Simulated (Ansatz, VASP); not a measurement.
## Two plane-wave programs on Ga2SiS

The input INCAR:

```
SYSTEM = Ga2SiS
PREC = Accurate
ENCUT = 520
EDIFF = 1E-7
ISMEAR = 0
SIGMA = 0.1
LREAL = .FALSE.
LASPH = .TRUE.
NELM = 100
ALGO = Normal
ISIF = 2
LWAVE = .FALSE.
LCHARG = .TRUE.
GGA = PE
LELF = .TRUE.
LVHAR = .TRUE.
NBANDS = 26
```

The input KPOINTS:

```
Automatic mesh
0
G
  4 4 4
  0 0 0
```

Contents of POSCAR:

```
Ga2SiS
1.0
    3.9238417100      0.0000000000      0.0000000000
    0.0000000000      3.9238417100      0.0000000000
    0.0000000000      0.0000000000      5.5051122000
Ga Si S
2 1 1
Direct
    0.5000000000      0.0000000000      0.0071888500
    0.0000000000      0.5000000000      0.0071888500
    0.0000000000      0.0000000000      0.3942616200
    0.5000000000      0.5000000000      0.2233654700
```

Input for Ansatz:

```yaml
crystal:
  lattice:
    - [3.92384171, 0.0, 0.0]
    - [0.0, 3.92384171, 0.0]
    - [0.0, 0.0, 5.5051122]
  atoms:
    - { symbol: Ga, position: [0.5, 0.0, 0.00718885] }
    - { symbol: Ga, position: [0.0, 0.5, 0.00718885] }
    - { symbol: Si, position: [0.0, 0.0, 0.39426162] }
    - { symbol: S, position: [0.5, 0.5, 0.22336547] }
basis:
  ecutwfc: 420
kpoints:
  mp_grid: { grid: [4, 4, 4] }
hamiltonian:
  xc: pbe
scf:
  occupations: { method: gaussian, width: 0.1 }
  lower_state_search: "off"
output:
  forces: true
  stress: true
  eigenvalues: true
```

Alike in both runs: task single point; functional PBE; k mesh 4 × 4 × 4; occupations gaussian, width 0.1 eV; no spin polarisation.

|  | VASP | Ansatz |
| --- | --- | --- |
| version | VASP 6.6.1 | Ansatz 0.2.0 |
| potentials or method | VASP PAW PBE potentials, release 64 (Ga_d, Si, S) | scalar-relativistic, plane waves, PAW |
| plane-wave cutoff (eV) | 520 | 420 |
| valence electrons in the cell | 36 | 36 |

```csv
,VASP,Ansatz,Ansatz less VASP
gap on the k mesh at the Fermi level (eV),none,none,-
pressure (GPa),12.7,12.7,-0.05
largest component of the traceless stress (GPa),4.96,4.91,-0.048
rms of the force components (eV/Å),1.773,1.767,-0.0061
```

Atom by atom the forces differ by 0.006 eV/Å (rms over components). A gap of «none» marks a metal or a gap that the smearing closes. With one functional, cell and mesh, what is left measures potentials, basis and numerics.

Caveats: the k mesh is coarse (spacing up to 0.40 Å⁻¹), so the values aren't converged; this functional lacks dispersion, which binds the layers, so the pressure and a relaxed spacing across them are unreliable; forces of over 1 eV/Å show positions far from the minimum, so gaps and moduli don't describe the material at rest.
